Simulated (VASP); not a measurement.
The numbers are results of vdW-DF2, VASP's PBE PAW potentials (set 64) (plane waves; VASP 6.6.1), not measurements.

VASP input:

**KPOINTS**
```
Automatic mesh
0
Gamma
12 12 12
```

**POSCAR**
```
LiF
4.0652520
  0.0000000000   0.5000000487   0.5000000487
  0.5000000487   0.0000000000   0.5000000487
  0.5000000487   0.5000000487   0.0000000000
Li F
1 1
Cartesian
  0.0000000000   0.0000000000   0.0000000000
  0.5000000487   0.5000000487   0.5000000487
```

INCAR:
```
# general
SYSTEM   = LiF
PREC     = Accurate
ENCUT    = 520
LREAL    = .FALSE.
LASPH    = .TRUE.

# electronic loop
EDIFF    = 1E-7
NELM     = 100
ALGO     = Normal

# smearing
ISMEAR   = -5

# functional
GGA      = ML
LUSE_VDW = .TRUE.
AGGAC    = 0.0
ZAB_VDW  = -1.8867

# ions
ISIF     = 2

# output
LWAVE    = .FALSE.
LCHARG   = .TRUE.
LORBIT   = 11
NEDOS    = 601
```

POTCAR, in this order: Li_sv F (PBE.64 set). Program: vasp_std.

Output

### OSZICAR
```
       N       E                     dE             d eps       ncg     rms          rms(c)
DAV:   1     0.336500278086E+02    0.33650E+02   -0.56930E+03  1392   0.113E+03
DAV:   2    -0.731010026478E+01   -0.40960E+02   -0.40692E+02  1459   0.211E+02
DAV:   3    -0.830148029724E+01   -0.99138E+00   -0.98862E+00  1706   0.317E+01
DAV:   4    -0.831566926374E+01   -0.14189E-01   -0.14172E-01  1698   0.368E+00
DAV:   5    -0.831582710157E+01   -0.15784E-03   -0.15783E-03  1755   0.263E-01    0.545E+00
DAV:   6    -0.755426573742E+01    0.76156E+00   -0.43048E+00  1316   0.159E+01    0.139E+00
DAV:   7    -0.754856157881E+01    0.57042E-02   -0.32219E-02  1438   0.225E+00    0.833E-01
DAV:   8    -0.754265067572E+01    0.59109E-02   -0.21673E-02  1534   0.189E+00    0.102E-01
DAV:   9    -0.754273234703E+01   -0.81671E-04   -0.11689E-03  1552   0.371E-01    0.516E-02
DAV:  10    -0.754281910935E+01   -0.86762E-04   -0.14609E-04  1321   0.167E-01    0.358E-02
DAV:  11    -0.754281177342E+01    0.73359E-05   -0.24454E-05  1598   0.686E-02    0.419E-03
DAV:  12    -0.754281154151E+01    0.23191E-06   -0.65492E-07  1594   0.106E-02    0.837E-04
DAV:  13    -0.754281152950E+01    0.12006E-07   -0.13011E-07  1498   0.324E-03
   1 F= -.75428115E+01 E0= -.75428115E+01  d E =0.000000E+00
```

### OUTCAR
```
------------------------ aborting loop because EDIFF is reached ----------------------------------------
  FORCE on cell =-STRESS in cart. coord.  units (eV):
  Direction    XX          YY          ZZ          XY          YZ          ZX
  --------------------------------------------------------------------------------------
  Total        0.0189932      0.0189932      0.0189932      0.0000000      0.0000000     -0.0000000
  in kB        1.8117877      1.8117877      1.8117877      0.0000000      0.0000000     -0.0000000
  external PRESSURE =       1.8117877 kB  Pullay stress =       0.0000000 kB
  volume of cell :       16.80
      direct lattice vectors                 reciprocal lattice vectors
     0.000000000  2.032626198  2.032626198    -0.245987187  0.245987187  0.245987187
     2.032626198  0.000000000  2.032626198     0.245987187 -0.245987187  0.245987187
     2.032626198  2.032626198  0.000000000     0.245987187  0.245987187 -0.245987187
  FREE ENERGIE OF THE ION-ELECTRON SYSTEM (eV)
  ---------------------------------------------------
  free  energy   TOTEN  =        -7.5428115295 eV

  energy  without entropy=       -7.5428115295  energy(sigma->0) =       -7.54281153

 total charge

# of ion       s       p       d       tot
------------------------------------------
    1        2.016   0.055   0.000   2.070
    2        1.718   4.403   0.000   6.121
--------------------------------------------------
tot          3.734   4.457   0.000   8.191
```
(Selected blocks of OUTCAR.)

OUTCAR:
```
 val. band max:       -1.5378698560   @ k =  -0.0833   0.0833   0.0000

 cond. band min:       7.4456520318   @ k =   0.0000   0.0000   0.0000


 Fermi energy:        -1.5283281476

 k-point     1 :       0.0000    0.0000    0.0000
  band No.  band energies     occupation
      1     -43.5579      2.00000
      2     -21.3356      2.00000
      3      -1.5383      2.00000
      4      -1.5383      2.00000
      5      -1.5383      2.00000
      6       7.4457      0.00000
      7      21.7137      0.00000
      8      21.7137      0.00000
      9      21.7138      0.00000

 k-point     2 :       0.0833    0.0000    0.0000
  band No.  band energies     occupation
      1     -43.5547      2.00000
      2     -21.3089      2.00000
      3      -1.7327      2.00000
      4      -1.5535      2.00000
      5      -1.5535      2.00000
      6       7.6512      0.00000
      7      19.9213      0.00000
      8      20.8788      0.00000
      9      20.8788      0.00000

 k-point     3 :       0.1667    0.0000    0.0000
  band No.  band energies     occupation
      1     -43.5462      2.00000
      2     -21.2362      2.00000
      3      -2.2293      2.00000
      4      -1.5945      2.00000
      5      -1.5945      2.00000
      6       8.1494      0.00000
      7      17.8203      0.00000
      8      19.6729      0.00000
      9      19.6730      0.00000

 k-point     4 :       0.2500    0.0000    0.0000
  band No.  band energies     occupation
      1     -43.5345      2.00000
      2     -21.1334      2.00000
      3      -2.8467      2.00000
      4      -1.6490      2.00000
      5      -1.6490      2.00000
      6       8.6973      0.00000
      7      16.2662      0.00000
      8      18.5617      0.00000
      9      18.5618      0.00000

 k-point     5 :       0.3333    0.0000    0.0000
  band No.  band energies     occupation
      1     -43.5228      2.00000
      2     -21.0267      2.00000
      3      -3.4139      2.00000
...
```

The compound is LiF in the rock salt structure. It was relaxed first.
